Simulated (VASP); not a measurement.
Be2CdS3:

```
Be Cd S
1.0
     2.65228   -3.12568    0.00000
     2.65228    3.12568    0.00000
     0.00000    0.00000    7.45084
Be Cd S
2 1 3
Direct
  0.50000 0.50000 0.70257
  0.50000 0.50000 0.29743
  0.50000 0.50000 0.00000
  0.00000 0.50000 0.50000
  0.50000 0.00000 0.50000
  0.00000 0.00000 0.00000
```

The cell was built by a generator and needn't be a form met in nature.

- Program: VASP 6.6.1
- Task: relaxation of cell and atoms
- Functional: PBE
- Potentials or basis: VASP PAW PBE potentials, release 64 (Be, Cd, S)
- Cutoff: 520 eV
- k mesh: 4 × 4 × 2
- Occupations: gaussian, width 0.15 eV
- Spin: no spin polarisation

At the start: pressure -4.9 GPa; volume 20.59 Å³/atom.

Where does the relaxation end?

Over 8 steps the energy falls by 276.9 meV/atom and the volume is 18.79 Å³/atom (-8.7 %); space group Cmmm (No. 65, to 0.05 Å).

The path:
```csv
step,energy change (eV),largest force (eV/Å),pressure (GPa),volume (Å³)
1,0.0000,3.1292,-4.85,123.54
2,-1.1262,1.7691,-0.08,112.52
3,-1.1812,1.3885,2.10,109.61
4,-1.5676,0.6268,0.68,110.73
5,-1.6397,0.1149,0.65,111.24
6,-1.6462,0.1597,0.60,111.46
7,-1.6465,0.1113,0.57,111.43
8,-1.6614,0.0158,0.15,112.73
```

Final structure:
```
Be Cd S
1.0
     2.45596   -3.16691    0.00000
     2.45596    3.16691    0.00000
     0.00000    0.00000    7.24692
Be Cd S
2 1 3
Direct
  0.50000 0.50000 0.65171
  0.50000 0.50000 0.34829
  0.50000 0.50000 0.00000
  0.00000 0.50000 0.50000
  0.50000 0.00000 0.50000
  0.00000 0.00000 0.00000
```

Caveat: the k mesh is coarse (spacing up to 0.42 Å⁻¹), so the values aren't converged.
